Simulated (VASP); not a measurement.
Output of a VASP run:

OSZICAR:
```
       N       E                     dE             d eps       ncg     rms          rms(c)
DAV:   1     0.230568641661E+03    0.23057E+03   -0.14921E+04  1142   0.929E+02
DAV:   2    -0.374356489094E+01   -0.23431E+03   -0.22707E+03  1426   0.227E+02
DAV:   3    -0.150510074817E+02   -0.11307E+02   -0.10982E+02  1238   0.500E+01
DAV:   4    -0.152995297564E+02   -0.24852E+00   -0.24799E+00  1284   0.768E+00
DAV:   5    -0.153058879174E+02   -0.63582E-02   -0.63565E-02  1330   0.117E+00    0.127E+01
DAV:   6    -0.141920232775E+02    0.11139E+01   -0.43267E+00  1226   0.151E+01    0.910E+00
DAV:   7    -0.141425805659E+02    0.49443E-01   -0.44103E-01  1178   0.718E+00    0.412E+00
DAV:   8    -0.141330069211E+02    0.95736E-02   -0.22996E-01  1154   0.646E+00    0.145E+00
DAV:   9    -0.141237396780E+02    0.92672E-02   -0.31151E-02  1218   0.237E+00    0.215E-01
DAV:  10    -0.141235553025E+02    0.18438E-03   -0.73210E-03  1268   0.827E-01    0.778E-02
DAV:  11    -0.141235139454E+02    0.41357E-04   -0.57128E-04  1264   0.288E-01    0.339E-02
DAV:  12    -0.141235291380E+02   -0.15193E-04   -0.22140E-05  1212   0.258E-02    0.165E-02
DAV:  13    -0.141235346981E+02   -0.55601E-05   -0.61032E-06  1180   0.156E-02    0.199E-03
DAV:  14    -0.141235351147E+02   -0.41660E-06   -0.31024E-07   716   0.441E-03
   1 F= -.14123535E+02 E0= -.14116431E+02  d E =-.142087E-01
```

File OUTCAR:
```
------------------------ aborting loop because EDIFF is reached ----------------------------------------
  FORCE on cell =-STRESS in cart. coord.  units (eV):
  Direction    XX          YY          ZZ          XY          YZ          ZX
  --------------------------------------------------------------------------------------
  Total       -7.3000666     -7.3000666     -4.6850126      0.0000000      0.0000000      0.0000000
  in kB      -59.6139964    -59.6139964    -38.2588737      0.0000000      0.0000000      0.0000000
  external PRESSURE =     -52.4956222 kB  Pullay stress =       0.0000000 kB
  volume of cell :      196.20
      direct lattice vectors                 reciprocal lattice vectors
     2.969014000  0.000000000  0.000000000     0.336812154  0.336812154  0.000000000
    -2.969014000  2.969014000  0.000000000     0.000000000  0.336812154  0.000000000
     0.000000000  0.000000000 22.256900000     0.000000000  0.000000000  0.044929887
 POSITION                                       TOTAL-FORCE (eV/Angst)
 -----------------------------------------------------------------------------------
      0.00000      0.00000     10.08560        -0.000000     -0.000000     -0.069091
     -1.48451      1.48451      8.00000        -0.000000      0.000000      0.717245
      0.00000      0.00000     14.25690         0.000000     -0.000000     -0.717245
     -1.48451      1.48451     12.17130        -0.000000      0.000000      0.069091
 -----------------------------------------------------------------------------------
    total drift:                               -0.000000      0.000000      0.000000
  FREE ENERGIE OF THE ION-ELECTRON SYSTEM (eV)
  ---------------------------------------------------
  free  energy   TOTEN  =       -14.1235351147 eV

  energy  without entropy=      -14.1093264015  energy(sigma->0) =      -14.11643076
```
(Selected blocks of OUTCAR.)

File POSCAR:
```
Au
1
    2.9690140000     0.0000000000     0.0000000000
   -2.9690140000     2.9690140000     0.0000000000
    0.0000000000     0.0000000000    22.2569000000
Au
4
Direct
  0.0000000000   0.0000000000   0.4531450000
  1.0000000000   0.5000000000   0.3594390000
  0.0000000000   0.0000000000   0.6405610000
  1.0000000000   0.5000000000   0.5468550000
```

Write an INCAR and KPOINTS that could have produced this output.

One answer among several that fit: the input of the run itself, PBEsol GGA, plane waves, VASP's PBE PAW potentials (set 64).

### INCAR
```
SYSTEM=Au
PREC=Accurate; ENCUT=300; LREAL=.FALSE.
LASPH=.TRUE.
EDIFF=1E-6; NELM=100; ALGO=Normal
LMAXMIX=6
ISMEAR=0; SIGMA=0.136
GGA=PS
ISIF=2
LWAVE=.FALSE.; LCHARG=.FALSE.
```

KPOINTS:
```
Automatic mesh
0
Gamma
10 10 1
0 0 0
```

POTCAR, in this order: Au (PBE.64 set). Program: vasp_std.

At this cut-off the stress carries a Pulay error, which pulls relaxed volumes low. The cell holds a wide vacuum, so values per volume refer to the whole cell.

The cell is a sheet with vacuum, built from a database entry that may be metastable or hypothetical.
